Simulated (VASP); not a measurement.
Output of a VASP run:

File OSZICAR:
```
       N       E                     dE             d eps       ncg     rms          rms(c)
DAV:   1     0.780161893326E+02    0.78016E+02   -0.89251E+03  1888   0.172E+03
DAV:   2    -0.174297459498E+01   -0.79759E+02   -0.77650E+02  2037   0.312E+02
DAV:   3    -0.730492409104E+01   -0.55619E+01   -0.55168E+01  2372   0.720E+01
DAV:   4    -0.740333282398E+01   -0.98409E-01   -0.98375E-01  2162   0.107E+01
DAV:   5    -0.740596920818E+01   -0.26364E-02   -0.26363E-02  2343   0.154E+00    0.320E+00
DAV:   6    -0.736292626531E+01    0.43043E-01   -0.71583E-02  2665   0.478E+00    0.192E+00
DAV:   7    -0.735002323923E+01    0.12903E-01   -0.43346E-02  2157   0.197E+00    0.341E-01
DAV:   8    -0.735094239555E+01   -0.91916E-03   -0.48029E-03  2309   0.979E-01    0.765E-02
DAV:   9    -0.735141442683E+01   -0.47203E-03   -0.74073E-04  2050   0.239E-01    0.344E-02
DAV:  10    -0.735144743543E+01   -0.33009E-04   -0.48623E-05  2260   0.509E-02    0.101E-02
DAV:  11    -0.735146703814E+01   -0.19603E-04   -0.31398E-05  1997   0.481E-02    0.358E-03
DAV:  12    -0.735146794566E+01   -0.90752E-06   -0.14477E-06  2250   0.103E-02    0.720E-04
DAV:  13    -0.735146790056E+01    0.45097E-07   -0.71763E-08  1466   0.222E-03
   1 F= -.81984732E+01 E0= -.81984732E+01  d E =0.000000E+00
```

File OUTCAR:
```
------------------------ aborting loop because EDIFF is reached ----------------------------------------
  Edisp (eV):   -0.84701
  FORCE on cell =-STRESS in cart. coord.  units (eV):
  Direction    XX          YY          ZZ          XY          YZ          ZX
  --------------------------------------------------------------------------------------
  Total      -0.01072    -0.01072    -0.01072    -0.00000     0.00000     0.00000
  in kB      -0.30048    -0.30048    -0.30048    -0.00000     0.00000     0.00000
  external pressure =       -0.30 kB  Pullay stress =        0.00 kB
  volume of cell :       57.17
      direct lattice vectors                 reciprocal lattice vectors
     0.000000000  3.057564075  3.057564075    -0.163528871  0.163528871  0.163528871
     3.057564075  0.000000000  3.057564075     0.163528871 -0.163528871  0.163528871
     3.057564075  3.057564075  0.000000000     0.163528871  0.163528871 -0.163528871
  FREE ENERGIE OF THE ION-ELECTRON SYSTEM (eV)
  ---------------------------------------------------
  free  energy   TOTEN  =        -8.1984732244 eV

  energy  without entropy=       -8.1984732244  energy(sigma->0) =       -8.19847322

 total charge

# of ion       s       p       d       tot
------------------------------------------
    1        0.909   0.767   9.963  11.638
    2        1.129   1.342   0.028   2.498
--------------------------------------------------
tot          2.037   2.109   9.990  14.137
```
(Selected blocks of OUTCAR.)

POSCAR:
```
GaSb
1
    0.0000000000     3.0575640746     3.0575640746
    3.0575640746     0.0000000000     3.0575640746
    3.0575640746     3.0575640746     0.0000000000
Ga Sb
1 1
Direct
  0.0000000000   0.0000000000   0.0000000000
  0.2500000000   0.2500000000   0.2500000000
```

Question: Reconstruct the remaining input files.

Answer: Several could match; the one computed here: the input of the run itself, PBE GGA with D4 dispersion, plane waves, VASP's PBE PAW potentials (set 64).

### INCAR
```
ISIF = 2   # forces and stress, cell fixed
ENCUT = 520   # plane-wave cut-off (eV)
LMAXMIX = 4   # l cut-off of mixed one-centre charges
LCHARG = .TRUE.
NEDOS = 601   # DOS grid
SYSTEM = GaSb
LREAL = .FALSE.   # projection in real space or not
ALGO = Normal   # blocked Davidson
ISMEAR = -5
LWAVE = .FALSE.
NELM = 100
GGA = PE   # PBE
LASPH = .TRUE.
PREC = Accurate
IVDW = 13   # D4
LORBIT = 11
EDIFF = 1E-7   # SCF stop (eV)
```

KPOINTS:
```
Automatic mesh
0
Gamma
12 12 12
0 0 0
```

POTCAR, in this order: Ga_d Sb (PBE.64 set). Program: vasp_std.

The compound is GaSb in the zinc blende structure. It was relaxed first.
